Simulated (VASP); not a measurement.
MoSi$_{2}$ (MoSi2 type) relaxed at rising pressure, in one space group throughout; other phases were not tried. The pressures are those reached. Level of theory: PBE GGA, VASP's PBE PAW potentials (set 64) (plane waves; VASP).

```csv
P (GPa),V (Å³/atom),k-mesh
0.01,13.589,13×13×13
5.07,13.273,13×13×13
10.06,12.996,13×13×13
20.02,12.521,14×14×14
30.20,12.114,14×14×14
```

A change of mesh leaves a small step in the series.

**Question.** Fit an equation of state and predict the volume at 44.92 GPa.

**Answer.** Least squares on the third-order Birch-Murnaghan form, P = (3B0/2)(y⁷ − y⁵)[1 + (3/4)(B′ − 4)(y² − 1)] with y = (V0/V)^(1/3), gives V0 = 13.590 Å³/atom, B0 = 204 GPa and B′ = 4.4, and so 11.625 Å³/atom. The run gave 11.622 Å³/atom, -0.0 % from the fit.

Pressures at which the relaxation failed are left out.

The compound is MoSi2 in the MoSi2 type structure.
